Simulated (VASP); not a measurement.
Wanted: the native input for a VASP 6.6.1 run.

* Task: single point
* Functional: LDA
* Potentials or basis: VASP PAW LDA potentials, release 64 (Ru_pv, F)
* Cutoff: 520 eV
* k mesh: 7 × 7 × 7
* Occupations: gaussian, width 0.05 eV
* Spin: collinear spin, random start
* Starting moments: [-0.01, 0.0, 0.0] μB
* Hubbard terms: Ru d U = 6 eV
* Further INCAR settings: ALGO = Fast; EDIFF = 1e-06

The structure of RuF2 lies in POSCAR:

```
RuF2
1.0
    0.0000000000      2.4087449400      2.4087449400
    2.4087449400      0.0000000000      2.4087449400
    2.4087449400      2.4087449400      0.0000000000
Ru F
1 2
Direct
    0.0000000000      0.0000000000      0.0000000000
    0.2500000000      0.2500000000      0.2500000000
    0.7500000000      0.7500000000      0.7500000000
```

The cell comes from a database or a generator and needn't be the stable form of this composition.

One way to write it, as run:

INCAR

```
SYSTEM = RuF2
PREC = Accurate ; ENCUT = 520
EDIFF = 1E-6 ; ISMEAR = 0
SIGMA = 0.05 ; LREAL = .False.
LASPH = .True. ; NELM = 60
ALGO = Fast ; ISIF = 2
LWAVE = .False. ; LCHARG = .False.
ISPIN = 2 ; MAGMOM = -0.01 0 0
LORBIT = 11 ; LMAXMIX = 4
LDAU = .True. ; LDAUTYPE = 2
LDAUL = 2 -1 ; LDAUU = 6 0
LDAUJ = 0 0 ; LDAUPRINT = 1
```

KPOINTS

```
Automatic mesh
0
Gamma
  7 7 7
  0 0 0
```

Potentials or basis: VASP PAW LDA potentials, release 64 (Ru_pv, F).

The run is started by

```bash
$ cat potpaw_LDA.64/Ru_pv/POTCAR potpaw_LDA.64/F/POTCAR > POTCAR
$ mpirun -np 1 vasp_std > vasp.out
```

Results of the run:

The pressure is 45.6 GPa. The band gap on the k mesh is none (metal or under the smearing width). The net moment is 0.00 μB per cell. The valence electrons inside the program's atomic spheres are Ru 12.60; F 6.10.

Caveat: a pressure of tens of GPa on the cell as given is suspect, and the run, the potentials or the cell itself is likely at fault.

Run time: 45 s on 1 thread of Intel(R) Xeon(R) Platinum 8259CL CPU @ 2.50GHz (Skylake/Cascade Lake), on a shared host, peak memory 0.15 GiB.
